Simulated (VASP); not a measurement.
Level of theory: vdW-DF-cx, VASP's PBE PAW potentials (set 64) (plane waves; VASP).

VASP ran on this input.

File KPOINTS:
```
Automatic
0
gamma
 9 9 9
```

### INCAR
```
SYSTEM = BP
PREC = Accurate
ENCUT = 520
EDIFF = 1E-6
NELM = 100
ALGO = Normal
LREAL = .FALSE.
LASPH = .TRUE.
ISMEAR = 0
SIGMA = 0.05
GGA = CX
LUSE_VDW = .TRUE.
AGGAC = 0.0
LWAVE = .FALSE.
LCHARG = .FALSE.
IBRION = 2
ISIF = 3
NSW = 60
EDIFFG = -0.01
```

### POSCAR
```
BP
1
    0.0000000000     2.2700000000     2.2700000000
    2.2700000000     0.0000000000     2.2700000000
    2.2700000000     2.2700000000     0.0000000000
B P
1 1
Direct
  0.0000000000   0.0000000000   0.0000000000
  0.2500000000   0.2500000000   0.2500000000
```

POTCAR, in this order: B P (PBE.64 set). Program: vasp_std.

The resulting files:

File OSZICAR:
```
       N       E                     dE             d eps       ncg     rms          rms(c)
DAV:   1     0.109231440232E+02    0.10923E+02   -0.40009E+03   560   0.891E+02
DAV:   2    -0.115505299922E+02   -0.22474E+02   -0.21134E+02   816   0.109E+02
DAV:   3    -0.118175573370E+02   -0.26703E+00   -0.26703E+00   712   0.154E+01
DAV:   4    -0.118181085885E+02   -0.55125E-03   -0.55125E-03   872   0.703E-01
DAV:   5    -0.118181087915E+02   -0.20308E-06   -0.20346E-06   704   0.116E-02    0.705E+00
DAV:   6    -0.112989002484E+02    0.51921E+00   -0.13066E+00   608   0.604E+00    0.390E+00
DAV:   7    -0.112103617096E+02    0.88539E-01   -0.27342E-01   832   0.308E+00    0.123E+00
DAV:   8    -0.112040095548E+02    0.63522E-02   -0.26571E-02   624   0.113E+00    0.199E-01
DAV:   9    -0.112042329424E+02   -0.22339E-03   -0.42250E-04   792   0.193E-01    0.117E-01
DAV:  10    -0.112043483025E+02   -0.11536E-03   -0.19937E-04   616   0.111E-01    0.237E-02
DAV:  11    -0.112043561867E+02   -0.78842E-05   -0.85795E-06   776   0.276E-02    0.316E-02
DAV:  12    -0.112043567358E+02   -0.54911E-06   -0.27668E-06   576   0.104E-02
   1 F= -.11204357E+02 E0= -.11204357E+02  d E =-.112044E+02
       N       E                     dE             d eps       ncg     rms          rms(c)
DAV:   1    -0.112044185766E+02   -0.62390E-04   -0.17158E-03   632   0.329E-01    0.554E-02
DAV:   2    -0.112043775978E+02    0.40979E-04   -0.84854E-05   728   0.581E-02    0.297E-02
DAV:   3    -0.112043673366E+02    0.10261E-04   -0.25428E-05   664   0.289E-02    0.687E-03
DAV:   4    -0.112043670785E+02    0.25811E-06   -0.86017E-07   336   0.717E-03
   2 F= -.11204367E+02 E0= -.11204367E+02  d E =-.103427E-04
       N       E                     dE             d eps       ncg     rms          rms(c)
DAV:   1    -0.112043897620E+02   -0.22425E-04   -0.30822E-04   624   0.139E-01    0.236E-02
DAV:   2    -0.112043828231E+02    0.69389E-05   -0.14297E-05   728   0.242E-02    0.130E-02
DAV:   3    -0.112043805879E+02    0.22353E-05   -0.43830E-06   600   0.120E-02    0.257E-03
DAV:   4    -0.112043802945E+02    0.29338E-06   -0.14520E-07   280   0.296E-03
   3 F= -.11204380E+02 E0= -.11204380E+02  d E =-.235586E-04
```

**OUTCAR**
```
------------------------ aborting loop because EDIFF is reached ----------------------------------------
  FORCE on cell =-STRESS in cart. coord.  units (eV):
  Direction    XX          YY          ZZ          XY          YZ          ZX
  --------------------------------------------------------------------------------------
  Total        0.0019297      0.0019297      0.0019297     -0.0000000      0.0000000     -0.0000000
  in kB        0.1323459      0.1323459      0.1323459     -0.0000000      0.0000000     -0.0000000
  external PRESSURE =       0.1323459 kB  Pullay stress =       0.0000000 kB
  volume of cell :       23.36
      direct lattice vectors                 reciprocal lattice vectors
    -0.000000000  2.268930601  2.268930601    -0.220368133  0.220368133  0.220368133
     2.268930601 -0.000000000  2.268930601     0.220368133 -0.220368133  0.220368133
     2.268930601  2.268930601  0.000000000     0.220368133  0.220368133 -0.220368133
  FREE ENERGIE OF THE ION-ELECTRON SYSTEM (eV)
  ---------------------------------------------------
  free  energy   TOTEN  =       -11.2043802945 eV

  energy  without entropy=      -11.2043802945  energy(sigma->0) =      -11.20438029

 reached required accuracy - stopping structural energy minimisation
```
(Selected blocks of OUTCAR.)

**CONTCAR**
```
BP
   1.00000000000000
    -0.0000000000000000    2.2689306010682437    2.2689306010682437
     2.2689306010682437   -0.0000000000000000    2.2689306010682437
     2.2689306010682437    2.2689306010682437    0.0000000000000000
  B               P
     1     1
Direct
     0.0000000000000000    0.0000000000000000    0.0000000000000000
     0.2500000000000000    0.2500000000000000    0.2500000000000000
```

The compound is BP in the zinc blende structure. This run relaxes it. Symmetry was kept, so distortions that lower it aren't found.
